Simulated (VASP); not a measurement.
Data:

```
V
1.0
   -1.48222     1.48222     1.48222
    1.48222    -1.48222     1.48222
    1.48222     1.48222    -1.48222
V
1
Direct
  0.00000   0.00000   0.00000
```

Level of theory: PW91 GGA, VASP's PBE PAW potentials (set 64) (plane waves; VASP). Numerical set-up: 520 eV cut-off, 17×17×17 Γ-centred mesh, first-order Methfessel-Paxton smearing of 0.10 eV, potentials V_sv.

Q: Give the stress tensor in GPa (positive for a compressed cell).

A: 
```
6.13  0.00  0.00
0.00  6.13  0.00
0.00  0.00  6.13
```
The pressure is its mean diagonal, 6.13 GPa.

The compound is V in the bcc structure. This cell is one point of a volume scan, at 0.97 of the reference volume. The run is not spin-polarised, so no magnetic state was tried.
